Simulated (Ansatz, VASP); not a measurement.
## Cross-check of PbF2 (Fluorocronite) between VASP and Ansatz

Wanted: the spread between two codes on one cell, functional and k mesh. The cell is taken from a series of runs on this material, whose earlier steps may have relaxed, scaled, displaced or heated it; both programs get it as it stands.

Main program and level: Ansatz 0.2.0; plane waves, with VASP 6.6.1 beside it; single point at r2SCAN and single point at LDA.

## 1. Starting point

The structure is cubic, space group Fm-3m (No. 225). The conventional cell has a = 5.890 Å, b = 5.890 Å, c = 5.890 Å, α = 90.00°, β = 90.00°, γ = 90.00°. Pb has 8 F at 2.55 Å nearest. F has 4 Pb at 2.55 Å nearest. Farther neighbours and most contacts between anions are not listed.

Coordinates:

```xyz
3
Lattice="0.0000 2.9449 2.9449 2.9449 0.0000 2.9449 2.9449 2.9449 0.0000" Properties=species:S:1:pos:R:3 pbc="T T T"
Pb    0.0000    0.0000    0.0000
F     4.4174    4.4174    4.4174
F     1.4725    1.4725    1.4725
```

## 2. VASP: single point, r2SCAN

A single point gives forces, pressure and levels at one fixed geometry, so differences don't come from the geometry; what else differs is listed under the comparison.

Lines of VASP's logs that name or quote its potential files are left out, and so is its time.

Input file INCAR:

```
SYSTEM = PbF2
PREC = Accurate
ENCUT = 790
EDIFF = 1E-06
NELM = 100
ISMEAR = 0
SIGMA = 0.03
LREAL = .FALSE.
ALGO = Normal
METAGGA = R2SCAN
LASPH = .TRUE.
NBANDS = 21
LORBIT = 11
LWAVE = .FALSE.
LCHARG = .FALSE.
KPAR = 2
ISIF = 2
```

Input file POSCAR:

```
PbF2
1.0
    0.0000000000      2.9449397800      2.9449397800
    2.9449397800      0.0000000000      2.9449397800
    2.9449397800      2.9449397800      0.0000000000
Pb F
1 2
Direct
    0.0000000000      0.0000000000      0.0000000000
    0.7500000000      0.7500000000      0.7500000000
    0.2500000000      0.2500000000      0.2500000000
```

Input file KPOINTS:

```
Automatic mesh
0
Gamma
6 6 6
0 0 0
```

Potentials, in the order of the species: Pb_d_GW and F_GW (PBE family, release 64).

On the command line:

```console
$ mpirun -np 2 vasp_std
```

Numbers of over 12 decimals in the logs are rounded to 6 here.

Log:

```text
[banner, memory and clock lines left out]
running    2 mpi-ranks, on    1 nodes
 distrk:  each k-point on    1 cores,    2 groups
 distr:  one band on    1 cores,    1 groups

 POSCAR found type information on POSCAR PbF
 POSCAR found :  2 types and       3 ions
|                                                                             |
|               ----> ADVICE to this user running VASP <----                  |
|                                                                             |
|     You enforced a specific xc type in the INCAR file but a different       |
|     [... a line on the potential file left out ...]
|     I HOPE YOU KNOW WHAT YOU ARE DOING!                                     |
|                                                                             |

 LDA part: xc-table for (None), standard interpolation
 POSCAR, INCAR and KPOINTS ok, starting setup
 FFT: planning ... GRIDC
 FFT: planning ... GRID_SOFT
 FFT: planning ... GRID
 WAVECAR not read
 entering main loop
       N       E                     dE             d eps       ncg     rms          rms(c)
DAV:   1     0.311303727868E+03    0.31130E+03   -0.20013E+04   908   0.312E+03
DAV:   2    -0.562724096295E+02   -0.36758E+03   -0.34711E+03  1068   0.741E+02
DAV:   3    -0.807808409604E+02   -0.24508E+02   -0.24325E+02  1030   0.157E+02
DAV:   4    -0.810186705358E+02   -0.23783E+00   -0.23766E+00   810   0.143E+01
DAV:   5    -0.810292272916E+02   -0.10557E-01   -0.10556E-01   985   0.322E+00    0.693E+00
DAV:   6    -0.698847402872E+02    0.11144E+02   -0.49422E+00   853   0.538E+01    0.236E+00
DAV:   7    -0.699178744193E+02   -0.33134E-01   -0.90524E-01   914   0.109E+01    0.200E+00
DAV:   8    -0.699414706381E+02   -0.23596E-01   -0.16742E-01   910   0.555E+00    0.675E-01
DAV:   9    -0.699440346609E+02   -0.25640E-02   -0.58469E-02   815   0.326E+00    0.166E-01
DAV:  10    -0.699445429868E+02   -0.50833E-03   -0.63246E-03   882   0.155E+00    0.190E-01
DAV:  11    -0.699445314783E+02    0.11508E-04   -0.31168E-03   875   0.761E-01    0.617E-02
DAV:  12    -0.699444669703E+02    0.64508E-04   -0.25272E-04   802   0.212E-01    0.949E-03
DAV:  13    -0.699444760389E+02   -0.90686E-05   -0.74682E-05   847   0.108E-01    0.194E-02
DAV:  14    -0.699444688177E+02    0.72213E-05   -0.22298E-05   906   0.588E-02    0.171E-03
DAV:  15    -0.699444685031E+02    0.31455E-06   -0.69429E-07   502   0.133E-02
   1 F= -.69944469E+02 E0= -.69944469E+02  d E =-.658191E-28
```

OUTCAR, selected parts (step 2):

```text
ion  position               nearest neighbor table
   1  0.000  0.000  0.000-
   2  0.750  0.750  0.750-
   3  0.250  0.250  0.250-

  LATTYP: Found a face centered cubic cell.
 ALAT       =     5.8898795600

 Subroutine GETGRP returns: Found 48 space group operations
 (whereof 48 operations were pure point group operations)

The static configuration has the point symmetry O_h .

 Found     16 irreducible k-points:

   k-points           NKPTS =     16   k-points in BZ     NKDIM =     16   number of bands    NBANDS=     21

   dimension x,y,z NGX =    40 NGY =   40 NGZ =   40
   dimension x,y,z NGXF=    80 NGYF=   80 NGZF=   80

   ENCUT  =  790.0 eV  58.06 Ry    7.62 a.u.   9.54  9.54  9.54*2*pi/ulx,y,z

   NELECT =      30.0000    total number of electrons

 k-points in reciprocal lattice and weights: Automatic mesh
   0.00000000  0.00000000  0.00000000       0.005
   0.16666667  0.00000000  0.00000000       0.037
   0.33333333  0.00000000  0.00000000       0.037
   0.50000000  0.00000000  0.00000000       0.019
   0.16666667  0.16666667  0.00000000       0.028
   0.33333333  0.16666667  0.00000000       0.111
   0.50000000  0.16666667  0.00000000       0.111
  -0.33333333  0.16666667  0.00000000       0.111
  -0.16666667  0.16666667  0.00000000       0.056
[...]
-0.33333333  0.33333333  0.16666667       0.111
  -0.33333333  0.50000000  0.16666667       0.056

 average (electrostatic) potential at core
       1 -58.9042       2-117.1056       3-117.1056

 E-fermi :   0.1838

 k-point     1 :       0.0000    0.0000    0.0000
  band No.  band energies     occupation
    ...
     11      -2.7939      2.00000
     12      -2.7939      2.00000
     13      -2.2861      2.00000
     14      -2.2861      2.00000
     15      -2.2861      2.00000
     16       7.3059      0.00000
     17       7.3059      0.00000
     18       7.3059      0.00000
     19      10.7227      0.00000
     20      15.9701      0.00000
    ...

 k-point     2 :       0.1667    0.0000    0.0000
  band No.  band energies     occupation
    ...
     11      -2.8442      2.00000
     12      -2.8442      2.00000
     13      -2.3298      2.00000
     14      -2.3298      2.00000
     15      -1.5378      2.00000
     16       6.3776      0.00000
     17       7.5421      0.00000
     18       7.5422      0.00000
     19      12.2663      0.00000
     20      15.2475      0.00000
    ...

 k-point     3 :       0.3333    0.0000    0.0000
  band No.  band energies     occupation
    ...
     11      -2.9426      2.00000
     12      -2.9426      2.00000
     13      -2.4165      2.00000
     14      -2.4165      2.00000
     15      -0.5183      2.00000
     16       5.5588      0.00000
     17       8.0315      0.00000
     18       8.0315      0.00000
     19      13.5024      0.00000
     20      14.5662      0.00000
    ...

  Total        0.3312390      0.3312390      0.3312390     -0.0000000     -0.0000000      0.0000000
  in kB       10.3894550     10.3894550     10.3894550     -0.0000000     -0.0000000      0.0000000
  external PRESSURE =      10.3894550 kB  Pullay stress =       0.0000000 kB

  energy-cutoff  :      790.00
  volume of cell :       51.08
      direct lattice vectors                 reciprocal lattice vectors
     0.000000000  2.944939780  2.944939780    -0.169782759  0.169782759  0.169782759
     2.944939780  0.000000000  2.944939780     0.169782759 -0.169782759  0.169782759
     2.944939780  2.944939780  0.000000000     0.169782759  0.169782759 -0.169782759

 POSITION                                       TOTAL-FORCE (eV/Angst)
 -----------------------------------------------------------------------------------
      0.00000      0.00000      0.00000        -0.000000      0.000000      0.000000
      4.41741      4.41741      4.41741         0.000000      0.000000      0.000000
      1.47247      1.47247      1.47247        -0.000000     -0.000000     -0.000000
 -----------------------------------------------------------------------------------
    total drift:                               -0.000000     -0.000000      0.000000

  FREE ENERGIE OF THE ION-ELECTRON SYSTEM (eV)
  ---------------------------------------------------
  free  energy   TOTEN  =       -69.9444685031 eV

  energy  without entropy=      -69.9444685031  energy(sigma->0) =      -69.94446850

 total charge
# of ion       s       p       d       f       tot
--------------------------------------------------
    1        3.609   0.259   9.874   0.032  13.775
    2        1.679   4.148   0.000   0.000   5.827
    3        1.679   4.148   0.000   0.000   5.827
--------------------------------------------------
tot          6.967   8.556   9.874   0.032  25.428

[... 3 further parts left out ...]
```

The run ends at a pressure of 1.04 GPa.

## 3. Ansatz: single point, r2SCAN

Ansatz runs on its default PAW (the set named soft_2) files.

The same cell, functional, mesh and smearing now go to Ansatz, which takes its cutoff from its data sets.

Input file input.yaml:

```yaml
crystal:
  lattice:
    - [0.0, 2.94493978, 2.94493978]
    - [2.94493978, 0.0, 2.94493978]
    - [2.94493978, 2.94493978, 0.0]
  atoms:
    - { symbol: Pb, position: [0.0, 0.0, 0.0] }
    - { symbol: F, position: [0.75, 0.75, 0.75] }
    - { symbol: F, position: [0.25, 0.25, 0.25] }
hamiltonian:
  xc: r2scan
  pseudopotentials: { kind: paw }
kpoints:
  mp_grid: { grid: [6, 6, 6] }
scf:
  occupations: { method: gaussian, width: 0.03 }
  n_extra_bands: 4
output:
  forces: true
  stress: true
  eigenvalues: true
```

On the command line:

```console
$ ansatz run input.yaml --threads 2 --pin off --max-ram 4608MiB --backend cpu --events-out ev --progress --plain --runs-dir out
```

Log:

```text
scf.n_extra_bands = 4 over 14 filled bands (N_el = 28.0): the run solves 18 bands
Engine: ansatz 0.2.0, aarch64-unknown-linux-gnu
Pseudopotentials: kind: paw
Pseudopotential: Pb, paw, valence charge 14, recommended cutoff 500 eV (meta_gga), Pb.paw.azcp
Pseudopotential: F, paw, valence charge 7, recommended cutoff 500 eV (meta_gga), F.paw.azcp
Functional definition: r2SCAN
  parameter k0 = 0.174
  parameter k1 = 0.065
  parameter a1 = 4.9479
  exchange = r2scan_x(k0 = k0, k1 = k1, a1 = a1)
  correlation = r2scan_c
Crystal: 3 atoms, lattice volume = 51.081 Å³
Basis set: ecut = 500 eV, 1291 PW (Γ), exchange–correlation on 128×128×128 points (64 copies of the dense FFT grid, shifted against one another)
Bands: 18, of which v1, the nominal top of the filled ones, is band 14 counted from 1 (13 counted from 0)
Symmetry: 48 space group operations
Space group: Fm-3m (ITA 225), of the structure as read, at distance tolerance 3.7e-5 Å
k-points: 16 of 216
Non-local potential: Pb, projectors of the file, l = 0: 2, l = 1: 2, l = 2: 2, l = 3: 2
Non-local potential: F, projectors of the file, l = 0: 2, l = 1: 2, l = 2: 1
PAW form: soft (Blöchl's): semilocal exchange-correlation on the pseudo side does not see the compensation charge
PAW frozen core: Pb, regenerated for the run's functional (the file was generated under x = pbe(κ = 0.804, μ = 0.219515), c = pbe(β = 0.066725))
PAW frozen core: F, regenerated for the run's functional (the file was generated under x = pbe(κ = 0.804, μ = 0.219515), c = pbe(β = 0.066725))
PAW one-centre angular grid: Pb, 590 points (default); XC on 160 Gauss nodes
PAW one-centre angular grid: F, 302 points (default); XC on 160 Gauss nodes
Initial density: superposition of atomic densities (neutral atoms: chi_scale 0, normalization atom), corrected by the library's trained network
Initial wavefunctions: pseudopotential atomic-orbital guess
Functional: x = r2scan, c = r2scan; τ floored in thin density (d = 2e-4 eV/Å³)
SCF iter   1: F=—  HF=-13542.204308 eV  |F-HF|=—  |Δ(HF+E_count)|=         —  Δρ=9.41e-3  dr2=4.08e-2  dr2_τ=5.73e-2  ethr=1.77e-3  ⟨swp⟩=5.8  Hψ=1423  notcnv=0
preconditioner: auto → none  [insulator: Δε(μ)=5.057 eV  Ē_g=18.290 eV  σ=0.030 eV  W_gap=1.00  n_scr=14 (ndim 8)  ℏωp=27.5 eV  f_vac=0.121  D(μ)=0.00/eV (n_scr^D=0)  ε∞_Penn≈3.3]
SCF iter   2: F=—  HF=-13542.236047 eV  |F-HF|=—  |Δ(HF+E_count)|=   3.17e-2  Δρ=5.51e-3  dr2=5.22e-3  dr2_τ=1.39e-3  ethr=1.46e-4  ⟨swp⟩=2.2  Hψ=707  notcnv=0
SCF iter   3: F=—  HF=-13542.235003 eV  |F-HF|=—  |Δ(HF+E_count)|=   1.04e-3  Δρ=1.51e-3  dr2=8.57e-4  dr2_τ=9.91e-5  ethr=1.86e-5  ⟨swp⟩=2.0  Hψ=573  notcnv=0
SCF iter   4: F=—  HF=-13542.234826 eV  |F-HF|=—  |Δ(HF+E_count)|=   1.77e-4  Δρ=5.69e-4  dr2=5.84e-5  dr2_τ=1.25e-5  ethr=3.06e-6  ⟨swp⟩=2.2  Hψ=352  notcnv=0
SCF iter   5: F=—  HF=-13542.234824 eV  |F-HF|=—  |Δ(HF+E_count)|=   2.02e-6  Δρ=9.74e-5  dr2=1.49e-6  dr2_τ=3.47e-7  ethr=2.09e-7  ⟨swp⟩=2.0  Hψ=369  notcnv=0
SCF iter   6: F=—  HF=-13542.234824 eV  |F-HF|=—  |Δ(HF+E_count)|=   6.92e-7  Δρ=1.94e-5  dr2=1.78e-7  dr2_τ=8.42e-9  ethr=5.33e-9  ⟨swp⟩=2.0  Hψ=480  notcnv=0
SCF iter   7: F=-13542.234824 eV  HF=-13542.234824 eV  |F-HF|=2.38e-9  |Δ(HF+E_count)|=   1.33e-8  Δρ=2.86e-6  dr2=3.75e-9  dr2_τ=1.54e-10  ethr=3.57e-10  ⟨swp⟩=4.7  Hψ=1082  notcnv=0
SCF 1 converged in 7 iterations: F = -13542.234824 eV  dr2 = 3.75e-9
  greatest PAW one-centre occupation: 0.983 electrons in one spin orbital (limit 2), on the Pb atom at site 0 (counted from 0), in its partial waves of l = 2
SCF converged after 7 iterations
Free energy (F): -13542.234824 eV
Harris-Foulkes:  -13542.234824 eV  (|F-HF|=2.38e-9)
Internal energy: -13542.234824 eV  (E = F + TS)
E sigma→0 (E₀):  -13542.234824 eV
Fermi energy:    7.401506 eV
--- Per-component energies (eV) ---
  E_band       = -139.288028
  E_kinetic    = 701.870872
  E_local      = -2239.027729  (includes V_loc(G=0)·N_el)
  E_nonlocal   = 496.555986
  E_hartree    = 862.982612
  E_xc         = -368.809259
  E_vxc        = -379.520709  (∫ρ·V_xc dr)
  E_paw        = -10834.151409  (= ΣΔE_a)
  E_vpaw       = -472.593154  (= ΣTr[D̂ρ^β])
  E_aug_tail   = 0.002082  (compensation charges beyond the density's cutoff)
  E_vtau       = 27.461089  (kinetic-family band-sum trace: ∫τ·v_τ [+ j·A + Jᵃ·Aᵃ] dr)
  E_ewald      = -2162.560698
  E_core_change = 0.902719  (= ΣΔE_core)
  E_smearing   = -0.000000  (= −TS)
  E_closure    = -0.000000  (closes the sum)
  Σ components = -13542.234824   (vs F -13542.234824, Δ=0.00e0)
--- Forces (eV/Å), atoms counted from 1 ---
  atom   1  Pb    -0.00000000     0.00000000     0.00000000
  atom   2  F     -0.00000000    -0.00000000     0.00000000
  atom   3  F      0.00000000     0.00000000    -0.00000000
  max |Σ_I F_I| component: 1.85e-17 eV/Å
--- Stress (GPa, compression-positive) ---
        1.277123      -0.000000      -0.000000
       -0.000000       1.277123       0.000000
       -0.000000      -0.000000       1.277123
  P = ⅓ Tr σ = 1.2771 GPa (12.771 kbar)
--- Band table (eV; the first three rows and the last of 16) ---
  k-point 0: bands = [... 10 lower, 2.1545, 2.6661, 2.6661, 2.6661, 12.2732, 12.2732, 12.2732, 15.6824]
  k-point 1: bands = [... 10 lower, 2.1051, 2.6216, 2.6216, 3.4197, 11.3424, 12.5091, 12.5091, 17.2269]
  k-point 2: bands = [... 10 lower, 2.0090, 2.5330, 2.5330, 4.4445, 10.5201, 12.9980, 12.9980, 18.4652]
  k-point 15: bands = [... 10 lower, 2.4883, 3.0316, 3.1491, 4.9215, 10.7274, 12.4400, 12.9252, 15.0874]
```

In the SCF lines HF is the Harris–Foulkes energy and dr2 the Hartree energy of the density residual, in eV; the loop may stop once dr2 is under the threshold and the program's other checks hold. Hψ counts applications of the Hamiltonian.

The run ends at a pressure of 1.28 GPa.

## 4. Side by side

Known differences besides the potentials themselves: VASP keeps PBE cores, Ansatz makes them for the functional; the data sets hold 28 valence electrons in Ansatz (default PAW (the set named soft_2) files) and 30 in VASP; the cutoff is 500 eV in Ansatz and 790 eV in VASP. Total energies have different zeros and are not compared.

Compared:

```tsv
quantity	Ansatz	VASP	difference
pressure (GPa)	1.28	1.04	+0.24
pressure without Ansatz's Pulay correction (GPa)	1.19	1.04	+0.15
gap on the k mesh (eV)	4.959	4.964	-0.005
```

A gap on the mesh is an upper bound, since the band edges may lie between its points; neither run holds spin-orbit coupling, which can move the band edges of a compound of Pb. Ansatz's pressure holds a Pulay correction of 0.09 GPa; VASP's holds none.

## 5. Other set-ups

Further runs change the set-up of one program: Ansatz's method, potentials or start, or VASP's data sets, cutoff or form of LDA. The table gives Ansatz less VASP for each quantity, since a change that brings one quantity closer may part another.

```tsv
run	pressure (GPa)	gap on the k mesh (eV)	pressure without Ansatz's Pulay correction (GPa)
as above	0.24	-0.0053	0.15
VASP with the data sets Pb_d and F_h and a cutoff of 1240 eV	0.34	-0.0059	0.25
```

(Part 1 of 2 ends here.)

[Lines on the potential files, build, host, timing and source positions are cut from VASP's logs without a mark.]

[Logs are printed without paths, hosts, clocks, repeated set-up lines and the standing remarks that a program may print on its own settings, such as how far it seeks lower states.]

[Hosts, paths, dates, database ids (printed as entryN), source tags and the programs' standing remarks are cut or masked in the printed files.]
